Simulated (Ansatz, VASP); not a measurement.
# Cross-check of LaFePO between VASP and Ansatz

One calculation is typed for both programs; each brings its own data sets. How far apart do they land? The structure shown comes from an earlier Ansatz run, which isn't shown and may have moved the atoms alone.

Method: plane waves, with VASP 6.6.1 beside it; elastic constants at LDA, in Ansatz 0.2.0.

### 1. Starting point

Symmetry: P4/nmm, No. 129, tetragonal system. The conventional cell has a = 3.840 Å, b = 3.840 Å, c = 8.355 Å, α = 90.00°, β = 90.00°, γ = 90.00°. Nearest to La lie 4 O at 2.31 Å. Nearest to Fe lie 4 P at 2.19 Å. Nearest to P lie 4 Fe at 2.19 Å. Nearest to O lie 4 La at 2.31 Å. Farther neighbours and most contacts between anions are not listed.

### 2. Ansatz: elastic constants, LDA

Ansatz runs on its default PAW (the set named soft_2) files.

Elastic constants are differences of stresses under small strains, so they test the stress and the mesh.

Input file input.yaml:

```yaml
crystal:
  lattice:
    - [3.8395233486, 0.0, 0.0]
    - [0.0, 3.8395233486, 0.0]
    - [0.0, 0.0, 8.3554463601]
  atoms:
    - { symbol: La, position: [0.5, 0.0, 0.1532858208] }
    - { symbol: La, position: [0.0, 0.5, 0.8467141792] }
    - { symbol: Fe, position: [0.0, 0.0, 0.5] }
    - { symbol: Fe, position: [0.5, 0.5, 0.5] }
    - { symbol: P, position: [0.5, 0.0, 0.6254265627] }
    - { symbol: P, position: [0.0, 0.5, 0.3745734373] }
    - { symbol: O, position: [0.0, 0.0, 0.0] }
    - { symbol: O, position: [0.5, 0.5, 0.0] }
kpoints:
  mp_grid: { grid: [4, 4, 2] }
hamiltonian:
  xc: lda
scf:
  occupations: { method: gaussian, width: 0.1 }
output:
  forces: true
  stress: true
  eigenvalues: true
elastic:
  mode: relaxed_ion
  stencil: two_point
```

On the command line:

```console
ansatz run input.yaml --threads 8 --pin off --max-ram 16384MiB --backend cpu --events-out ev --progress --plain --runs-dir out
```

Numbers of over 12 decimals in the logs are rounded to 6 here.

The log of the run:

```text
Engine: ansatz 0.2.0, aarch64-unknown-linux-gnu
Pseudopotentials: kind: paw
Pseudopotential: La, paw, valence charge 11, recommended cutoff 420 eV (normal), La.paw.azcp
Pseudopotential: Fe, paw, valence charge 16, recommended cutoff 420 eV (normal), Fe.paw.azcp
Pseudopotential: P, paw, valence charge 5, recommended cutoff 420 eV (normal), P.paw.azcp
Pseudopotential: O, paw, valence charge 6, recommended cutoff 420 eV (normal), O.paw.azcp
Functional definition: SPW92
  exchange = slater_x
  correlation = pw_c
Crystal: 8 atoms, lattice volume = 123.175 Å³
Basis set: ecut = 420 eV, 2411 PW (Γ)
Bands: 46, of which v1, the nominal top of the filled ones, is band 38 counted from 1 (37 counted from 0)
Symmetry: 16 space group operations
Space group: P4/nmm (ITA 129), of the structure as read, at distance tolerance 5.0e-5 Å
k-points: 12 of 32
Non-local potential: La, projectors of the file, l = 0: 3, l = 1: 2, l = 2: 2, l = 3: 3
Non-local potential: Fe, projectors of the file, l = 0: 3, l = 1: 2, l = 2: 3, l = 3: 1
Non-local potential: P, projectors of the file, l = 0: 2, l = 1: 2, l = 2: 2
Non-local potential: O, projectors of the file, l = 0: 2, l = 1: 2, l = 2: 1
PAW form: soft (Blöchl's): semilocal exchange-correlation on the pseudo side does not see the compensation charge
PAW frozen core: La, regenerated for the run's functional, and the local potential with it (the file was generated under x = pbe(κ = 0.804, μ = 0.219515), c = pbe(β = 0.066725))
PAW frozen core: Fe, regenerated for the run's functional, and the local potential with it (the file was generated under x = pbe(κ = 0.804, μ = 0.219515), c = pbe(β = 0.066725))
PAW frozen core: P, regenerated for the run's functional, and the local potential with it (the file was generated under x = pbe(κ = 0.804, μ = 0.219515), c = pbe(β = 0.066725))
PAW frozen core: O, regenerated for the run's functional, and the local potential with it (the file was generated under x = pbe(κ = 0.804, μ = 0.219515), c = pbe(β = 0.066725))
PAW one-centre angular grid: La, 590 points (default); XC on 64 Gauss nodes
PAW one-centre angular grid: Fe, 590 points (default); XC on 64 Gauss nodes
PAW one-centre angular grid: P, 110 points (default); XC on 64 Gauss nodes
PAW one-centre angular grid: O, 110 points (default); XC on 64 Gauss nodes
Initial density: superposition of atomic densities (neutral atoms: chi_scale 0, normalization atom), corrected by the library's trained network
Initial wavefunctions: pseudopotential atomic-orbital guess
Functional: x = slater, c = lda
SCF iter   1: F=—  HF=-23566.291335 eV  |F-HF|=—  |Δ(HF+E_count)|=         —  Δρ=1.13e-2  dr2=1.38e-1  ethr=1.77e-3  ⟨swp⟩=6.7  Hψ=2317  notcnv=0
preconditioner: auto → Kerker (q_TF=auto, 2.517 Å⁻¹)  [metal: Δε(μ)=0.094 eV  Ē_g=9.280 eV  σ=0.100 eV  W_gap=0.45  n_scr=38 (ndim 8)  ℏωp=25.0 eV  f_vac=0.000  D(μ)=2.49/eV (n_scr^D=16)]
SCF iter   2: F=—  HF=-23566.267586 eV  |F-HF|=—  |Δ(HF+E_count)|=   2.37e-2  Δρ=3.99e-3  dr2=1.10e-2  ethr=1.82e-4  ⟨swp⟩=2.4  Hψ=1013  notcnv=0  defer=34
SCF iter   3: F=—  HF=-23566.265604 eV  |F-HF|=—  |Δ(HF+E_count)|=   1.98e-3  Δρ=1.77e-3  dr2=3.55e-3  ethr=1.44e-5  ⟨swp⟩=2.2  Hψ=669  notcnv=0  defer=34
SCF iter   4: F=—  HF=-23566.265026 eV  |F-HF|=—  |Δ(HF+E_count)|=   5.78e-4  Δρ=4.12e-4  dr2=3.23e-4  ethr=4.67e-6  ⟨swp⟩=2.2  Hψ=750  notcnv=0  defer=34
SCF iter   5: F=—  HF=-23566.264990 eV  |F-HF|=—  |Δ(HF+E_count)|=   3.61e-5  Δρ=1.85e-4  dr2=1.29e-4  ethr=4.26e-7  ⟨swp⟩=2.6  Hψ=916  notcnv=0  defer=34
SCF iter   6: F=—  HF=-23566.264969 eV  |F-HF|=—  |Δ(HF+E_count)|=   2.05e-5  Δρ=9.42e-5  dr2=4.70e-5  ethr=1.70e-7  ⟨swp⟩=2.0  Hψ=654  notcnv=0  defer=34
SCF iter   7: F=—  HF=-23566.264962 eV  |F-HF|=—  |Δ(HF+E_count)|=   7.20e-6  Δρ=3.81e-5  dr2=7.38e-6  ethr=6.18e-8  ⟨swp⟩=2.1  Hψ=577  notcnv=0  defer=34
SCF iter   8: F=—  HF=-23566.264961 eV  |F-HF|=—  |Δ(HF+E_count)|=   1.44e-6  Δρ=2.74e-5  dr2=1.85e-6  ethr=9.71e-9  ⟨swp⟩=2.1  Hψ=703  notcnv=0  defer=34
SCF iter   9: F=—  HF=-23566.264965 eV  |F-HF|=—  |Δ(HF+E_count)|=   4.48e-6  Δρ=9.39e-6  dr2=1.08e-7  ethr=2.43e-9  ⟨swp⟩=2.0  Hψ=704  notcnv=0  defer=34
SCF iter  10: F=—  HF=-23566.264965 eV  |F-HF|=—  |Δ(HF+E_count)|=   2.26e-8  Δρ=3.64e-6  dr2=1.58e-8  ethr=1.42e-10  ⟨swp⟩=2.0  Hψ=958  notcnv=0  defer=34
[...]
SCF iter   1: F=—  HF=-23566.264789 eV  |F-HF|=—  |Δ(HF+E_count)|=         —  Δρ=4.99e-9  dr2=6.56e-14  ethr=1.00e-12  ⟨swp⟩=2.7  Hψ=3437  notcnv=0
iter 2 did not close the SCF: its close was put off for the readings that it lacked (scf_convergence_deferred on its scf_iter line)
SCF iter   2: F=-23566.264789 eV  HF=-23566.264789 eV  |F-HF|=0.00e0  |Δ(HF+E_count)|=  3.64e-12  Δρ=2.37e-9  dr2=3.28e-14  ethr=1.32e-16 (applied; sched 1.00e-12)  ⟨swp⟩=3.1  Hψ=1647  notcnv=0
iter 3 did not close the SCF: its close was put off for the readings that it lacked (scf_convergence_deferred on its scf_iter line)
SCF iter   3: F=-23566.264789 eV  HF=-23566.264789 eV  |F-HF|=3.64e-12  |Δ(HF+E_count)|=  3.64e-12  Δρ=1.27e-9  dr2=1.34e-14  ethr=1.32e-16 (applied; sched 1.00e-12)  ⟨swp⟩=1.0  Hψ=644  notcnv=0
[...]
SCF iter   6: F=-23566.264789 eV  HF=-23566.264789 eV  |F-HF|=0.00e0  |Δ(HF+E_count)|=  7.28e-12  Δρ=8.69e-11  dr2=6.73e-18  ethr=1.00e-12  ⟨swp⟩=2.0  Hψ=1826  notcnv=0
SCF 41 converged in 6 iterations: F = -23566.264789 eV  dr2 = 6.73e-18
SCF converged after 11 iterations
Free energy (F): -23566.264965 eV
Harris-Foulkes:  -23566.264965 eV  (|F-HF|=0.00e0)
Internal energy: -23566.252124 eV  (E = F + TS)
E sigma→0 (E₀):  -23566.258545 eV
Entropy (-TS):   -0.012841 eV (-1.605 meV/atom)
Fermi energy:    13.036542 eV
--- Per-component energies (eV) ---
  E_band       = -513.915777
  E_kinetic    = 1607.468037
  E_local      = -8318.454879  (includes V_loc(G=0)·N_el)
  E_nonlocal   = 808.852427
  E_hartree    = 3565.404179
  E_xc         = -789.333892
  E_vxc        = -920.556956  (∫ρ·V_xc dr)
  E_paw        = -14474.125542  (= ΣΔE_a)
  E_vpaw       = -822.039435  (= ΣTr[D̂ρ^β])
  E_aug_tail   = 0.006655  (compensation charges beyond the density's cutoff)
  E_ewald      = -5967.946159
  E_core_change = 1.877050  (= ΣΔE_core)
  E_smearing   = -0.012841  (= −TS)
  E_closure    = 0.000000  (closes the sum)
  Σ components = -23566.264965   (vs F -23566.264965, Δ=0.00e0)
--- Forces (eV/Å), atoms counted from 1 ---
  atom   1  La     0.00000000     0.00000000    -0.00000974
  atom   2  La    -0.00000000     0.00000000     0.00000974
  atom   3  Fe     0.00000000    -0.00000000    -0.00000000
  atom   4  Fe     0.00000000     0.00000000     0.00000000
  atom   5  P     -0.00000000     0.00000000     0.00000748
  atom   6  P      0.00000000     0.00000000    -0.00000748
  atom   7  O      0.00000000     0.00000000    -0.00000000
  atom   8  O     -0.00000000     0.00000000     0.00000000
  max |Σ_I F_I| component: 1.11e-16 eV/Å
--- Stress (GPa, compression-positive) ---
        0.000878       0.000000      -0.000000
        0.000000       0.000878      -0.000000
       -0.000000      -0.000000       0.004528
  P = ⅓ Tr σ = 0.0021 GPa (0.021 kbar)
--- Band table (eV; the first three rows and the last of 12) ---
  k-point 0: bands = [... 34 lower, 12.5860, 12.8824, 13.0639, 13.0639, 13.5096, 14.4288, 15.1748, 15.2020, ... 4 higher]
  k-point 1: bands = [... 34 lower, 12.5802, 13.0487, 13.0487, 13.1245, 13.5096, 13.8842, 14.5722, 15.5970, ... 4 higher]
  k-point 2: bands = [... 34 lower, 12.1502, 12.4332, 12.4591, 12.9585, 14.0380, 14.2768, 14.6040, 15.4488, ... 4 higher]
  k-point 11: bands = [... 34 lower, 11.3809, 11.3809, 12.2578, 12.2578, 12.5063, 12.5063, 13.8441, 13.8441, ... 4 higher]
--- Elastic constants: 4 strain directions × 2 members + reference (group order 16) ---
  dense FFT box of the reference and of every strained cell: 27×27×60
  strains applied: 11, 33, 23, 12; error gains: componentwise 1.00 (the most a stress slope's error grows in a printed constant), spectral 1.41 (1 for all six strains in a standard setting)
  reference relaxed by the batch: 4 steps; max|allowed force component| 2.73e-4 eV/Å at the deck's positions, 9.63e-6 at the last accepted step, 9.74e-6 by the solve of record
  largest displacement 1.8e-5 Å; the constants are those of the deck's cell at these positions:
  atoms:
    - { symbol: La, position: [0.500000, 0, 0.153287] }
    - { symbol: La, position: [0, 0.500000, 0.846713] }
    - { symbol: Fe, position: [0, 0, 0.5] }
    - { symbol: Fe, position: [0.500000, 0.500000, 0.5] }
    - { symbol: P, position: [0.500000, 0, 0.625429] }
    - { symbol: P, position: [0, 0.500000, 0.374571] }
    - { symbol: O, position: [0, 0, 0] }
    - { symbol: O, position: [0.500000, 0.500000, 0] }
  C = ∂σ_k/∂η_j (tension-positive GPa; Voigt order 11 22 33 23 13 12):
       231.832     87.224     85.436     -0.000      0.000      0.000
        87.224    231.832     85.436     -0.000      0.000      0.000
        85.469     85.469    145.858     -0.000      0.000      0.000
        -0.000      0.000      0.000     55.241      0.000      0.000
        -0.000      0.000      0.000      0.000     55.241     -0.000
        -0.000      0.000      0.000     -0.000      0.000     98.969
  reference stress σ⁰ (GPa):     -0.001     -0.001     -0.005      0.000      0.000     -0.000
  C* (energy form; C + prestress term) asymmetry max|C*_kj − C*_jk| = 2.919e-2 GPa — a small one proves nothing (zero by symmetry where the batch's group is 432, −43m or m−3m); a large one is finite-difference/SCF noise where every solve meets its electron count
  moduli (Voigt/Reuss/Hill, GPa): K = 125.09/118.73/121.91   G = 65.32/59.78/62.55   E = 160.24   ν = 0.281
  mechanically stable: yes (min eigenvalue of sym C = 55.24 GPa)
  strain η (Voigt 11):  stress-route row diagonal C_11 = 231.83 GPa, energy-path curvature d²(F+E_count+ΔE)/dδ²/Ω₀ = 233.64 GPa
         δ    σ_11 (GPa)             F (eV)   n_scf  n_hpsi   n_pw
    -2.000e-3      -0.4664      -23566.2645731       6   11654   2428   relax 6 steps, max|allowed force component| 4.70e-5 eV/Å
     2.000e-3       0.4609      -23566.2646061       6   11791   2444   relax 4 steps, max|allowed force component| 3.63e-5 eV/Å
  strain η (Voigt 33):  stress-route row diagonal C_33 = 145.86 GPa, energy-path curvature d²(F+E_count+ΔE)/dδ²/Ω₀ = 145.31 GPa
         δ    σ_33 (GPa)             F (eV)   n_scf  n_hpsi   n_pw
    -2.000e-3      -0.2977      -23566.2647145       6    7673   2428   relax 3 steps, max|allowed force component| 8.91e-7 eV/Å
     2.000e-3       0.2857      -23566.2646338       6    7624   2432   relax 3 steps, max|allowed force component| 1.26e-7 eV/Å
  strain η (Voigt 23):  stress-route row diagonal C_44 = 55.24 GPa, energy-path curvature d²(F+E_count+ΔE)/dδ²/Ω₀ = 55.33 GPa
         δ    σ_23 (GPa)             F (eV)   n_scf  n_hpsi   n_pw
    -2.000e-3      -0.1105      -23566.2648128       6   11650   2428   relax 6 steps, max|allowed force component| 4.57e-5 eV/Å
     2.000e-3       0.1105      -23566.2648128       6   11560   2428   relax 4 steps, max|allowed force component| 4.81e-5 eV/Å
  strain η (Voigt 12):  stress-route row diagonal C_66 = 98.97 GPa, energy-path curvature d²(F+E_count+ΔE)/dδ²/Ω₀ = 98.56 GPa
         δ    σ_12 (GPa)             F (eV)   n_scf  n_hpsi   n_pw
    -2.000e-3      -0.1979      -23566.2647894       6    9213   2428   relax 1 steps, max|allowed force component| 4.78e-5 eV/Å
     2.000e-3       0.1979      -23566.2647894       6    9292   2428   relax 1 steps, max|allowed force component| 4.77e-5 eV/Å
```

Reading the cycles: dr2 is the Hartree energy of the density residual (eV), the measure of convergence; HF is the Harris–Foulkes estimate of the energy, which meets the free energy F at convergence.

(Continued in part 2 of 2.)

[Lines on the potential files, build, host, timing and source positions are cut from VASP's logs without a mark.]

[Logs are printed without paths, hosts, clocks, repeated set-up lines and the standing remarks that a program may print on its own settings, such as how far it seeks lower states.]

[Hosts, paths, dates, database ids (printed as entryN), source tags and the programs' standing remarks are cut or masked in the printed files.]
